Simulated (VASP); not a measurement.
Level of theory: TPSS meta-GGA, VASP's PBE PAW potentials (set 64) (plane waves; VASP).

Input for VASP

### POSCAR
```
WSi2
1
   -1.6024462092     1.6024462092     3.9220235447
    1.6024462092    -1.6024462092     3.9220235447
    1.6024462092     1.6024462092    -3.9220235447
Si W
2 1
Direct
  0.6660328813   0.6660328813   0.0000000000
  0.3339671187   0.3339671187   0.0000000000
  0.0000000000   0.0000000000   0.0000000000
```

INCAR:
```
! general
SYSTEM   =  WSi2
PREC     =  Accurate
ENCUT    =  520
LREAL    =  .FALSE.
LASPH    =  .TRUE.

! electronic loop
EDIFF    =  1E-7
NELM     =  100
ALGO     =  Normal
LMAXMIX  =  6
LMIXTAU  =  .TRUE.

! smearing
ISMEAR   =  -5

! functional
METAGGA  =  TPSS

! ions
ISIF     =  2

! output
LWAVE    =  .FALSE.
LCHARG   =  .FALSE.
LORBIT   =  11
NEDOS    =  601

! other
LEFG     =  .TRUE.
```

**KPOINTS**
```
Automatic mesh
0
Gamma
15 15 15
0 0 0
```

KPOINTS_OPT:
```
k-points along high-symmetry lines
6
Line-mode
Reciprocal
  0.000000   0.000000   0.000000 ! GAMMA
  0.000000   0.000000   0.500000 ! X

  0.000000   0.000000   0.500000 ! X
  0.250000   0.250000   0.250000 ! P

  0.250000   0.250000   0.250000 ! P
  0.000000   0.500000  -0.000000 ! N

  0.000000   0.500000  -0.000000 ! N
  0.000000   0.000000   0.000000 ! GAMMA

  0.000000   0.000000   0.000000 ! GAMMA
  0.500000   0.500000  -0.500000 ! M

  0.500000   0.500000  -0.500000 ! M
  0.292017   0.707983  -0.292017 ! S

 -0.292017   0.292017   0.292017 ! S_0
  0.000000   0.000000   0.000000 ! GAMMA

  0.000000   0.000000   0.500000 ! X
 -0.084034   0.084034   0.500000 ! R

  0.500000   0.500000  -0.084034 ! G
  0.500000   0.500000  -0.500000 ! M
```

POTCAR, in this order: Si W_sv (PBE.64 set). Program: vasp_std.

What VASP printed:

### OUTCAR
```
 ion  position               nearest neighbor table
   1  0.666  0.666  0.000-   2 2.60   3 2.61   3 2.61   3 2.61   3 2.61   3 2.62   2 2.62   2 2.62
                             2 2.62   2 2.62
   2  0.334  0.334  0.000-   1 2.60   3 2.61   3 2.61   3 2.61   3 2.61   3 2.62   1 2.62   1 2.62
                             1 2.62   1 2.62
   3  0.000  0.000  0.000-   1 2.61   1 2.61   1 2.61   2 2.61   1 2.61   2 2.61   2 2.61   2 2.61
                             1 2.62   2 2.62
  LATTYP: Found a body centered tetragonal cell.
 ALAT       =     3.2048924184
 C/A-ratio  =     2.4475227450
 Subroutine PRICEL returns:
 Original cell was already a primitive cell.
 Subroutine GETGRP returns: Found 16 space group operations
The static configuration has the point symmetry D_4h.
The dynamic configuration has the point symmetry D_4h.
 Subroutine INISYM returns: Found 16 space group operations
 Subroutine IBZKPT returns following result:
 Found    288 irreducible k-points:

 Following reciprocal coordinates:
            Coordinates               Weight
  0.000000  0.000000  0.000000      1.000000
  0.066667  0.000000  0.000000      8.000000
  0.133333  0.000000  0.000000      8.000000
  0.200000  0.000000 -0.000000      8.000000
  0.266667  0.000000  0.000000      8.000000
  0.333333  0.000000  0.000000      8.000000
  0.400000  0.000000  0.000000      8.000000
  0.466667  0.000000 -0.000000      8.000000
  0.066667  0.066667  0.000000      8.000000
  0.133333  0.066667 -0.000000     16.000000
  0.200000  0.066667  0.000000     16.000000
  0.266667  0.066667 -0.000000     16.000000
  0.333333  0.066667 -0.000000     16.000000
  0.400000  0.066667  0.000000     16.000000
  0.466667  0.066667  0.000000     16.000000
 -0.466667  0.066667  0.000000     16.000000
 -0.400000  0.066667 -0.000000     16.000000
 -0.333333  0.066667 -0.000000     16.000000
 -0.266667  0.066667  0.000000     16.000000
...
```

File OSZICAR:
```
       N       E                     dE             d eps       ncg     rms          rms(c)
DAV:   1     0.267118063578E+03    0.26712E+03   -0.17515E+04  9789   0.266E+03
DAV:   2     0.414066651560E+02   -0.22571E+03   -0.22287E+03 11489   0.661E+02
DAV:   3     0.264868189955E+02   -0.14920E+02   -0.14788E+02 13832   0.177E+02
DAV:   4     0.259240853876E+02   -0.56273E+00   -0.56047E+00 14699   0.375E+01
DAV:   5     0.259085125865E+02   -0.15573E-01   -0.15586E-01 14454   0.553E+00    0.301E+01
DAV:   6    -0.333906576208E+02   -0.59299E+02   -0.10674E+02  8640   0.134E+02    0.137E+01
DAV:   7    -0.345222984192E+02   -0.11316E+01   -0.56005E+00 11083   0.262E+01    0.243E+00
DAV:   8    -0.351278609733E+02   -0.60556E+00   -0.71028E-01  9508   0.951E+00    0.156E+00
DAV:   9    -0.352116553031E+02   -0.83794E-01   -0.89317E-02 11293   0.270E+00    0.557E-01
DAV:  10    -0.351226190914E+02    0.89036E-01   -0.82204E-02  8969   0.271E+00    0.272E-01
DAV:  11    -0.352417606825E+02   -0.11914E+00   -0.30304E-02  8913   0.207E+00    0.194E-01
DAV:  12    -0.352457779072E+02   -0.40172E-02   -0.28730E-03  9403   0.614E-01    0.709E-02
DAV:  13    -0.352475637160E+02   -0.17858E-02   -0.56396E-04 10327   0.277E-01    0.361E-02
DAV:  14    -0.352472453372E+02    0.31838E-03   -0.20098E-04  9305   0.183E-01    0.242E-02
DAV:  15    -0.352476667348E+02   -0.42140E-03   -0.96694E-05  9459   0.126E-01    0.200E-03
DAV:  16    -0.352476697457E+02   -0.30109E-05   -0.13771E-06 11587   0.127E-02    0.104E-03
DAV:  17    -0.352476686747E+02    0.10711E-05   -0.51436E-07  9333   0.102E-02    0.123E-03
DAV:  18    -0.352476698072E+02   -0.11325E-05   -0.20342E-07  7622   0.619E-03    0.177E-04
DAV:  19    -0.352476697263E+02    0.80832E-07   -0.17720E-08  4817   0.159E-03
   1 F= -.35247670E+02 E0= -.35247670E+02  d E =0.000000E+00
       N       E                     dE             ncg
```

OUTCAR:
```
------------------------ aborting loop because EDIFF is reached ----------------------------------------
  FORCE on cell =-STRESS in cart. coord.  units (eV):
  Direction    XX          YY          ZZ          XY          YZ          ZX
  --------------------------------------------------------------------------------------
  Total        0.0542472      0.0542472     -0.0770918      0.0000000     -0.0000000      0.0000000
  in kB        2.1574996      2.1574996     -3.0660656      0.0000000     -0.0000000      0.0000000
  external PRESSURE =       0.4163112 kB  Pullay stress =       0.0000000 kB
  volume of cell :       40.28
      direct lattice vectors                 reciprocal lattice vectors
    -1.602446209  1.602446209  3.922023545     0.000000000  0.312022954  0.127485211
     1.602446209 -1.602446209  3.922023545     0.312022954  0.000000000  0.127485211
     1.602446209  1.602446209 -3.922023545     0.312022954  0.312022954  0.000000000
 POSITION                                       TOTAL-FORCE (eV/Angst)
 -----------------------------------------------------------------------------------
      0.00000      0.00000      5.22439         0.000000      0.000000     -0.020975
      0.00000      0.00000      2.61965        -0.000000     -0.000000      0.020975
      0.00000      0.00000      0.00000         0.000000      0.000000      0.000000
 -----------------------------------------------------------------------------------
    total drift:                                0.000000     -0.000000      0.000000
  FREE ENERGIE OF THE ION-ELECTRON SYSTEM (eV)
  ---------------------------------------------------
  free  energy   TOTEN  =       -35.2476697263 eV

  energy  without entropy=      -35.2476697263  energy(sigma->0) =      -35.24766973

 total charge

# of ion       s       p       d       tot
------------------------------------------
    1        0.744   0.899   0.000   1.644
    2        0.744   0.899   0.000   1.644
    3        2.308   6.301   3.580  12.189
--------------------------------------------------
tot          3.797   8.100   3.580  15.476

 Electric field gradients after diagonalization (V/A^2)
 (convention: |V_zz| > |V_xx| > |V_yy|)
----------------------------------------------------------------------
 ion       V_xx      V_yy      V_zz     asymmetry (V_yy - V_xx)/ V_zz
----------------------------------------------------------------------
   1       4.731     4.731    -9.461       0.000
   2       4.731     4.731    -9.461       0.000
   3      65.529    65.529  -131.059       0.000
```
(Selected blocks of OUTCAR.)

For a metal the tetrahedron method with Blöchl corrections gives inexact stress and forces.

The compound is WSi2 in the MoSi2 type structure. It was relaxed first.
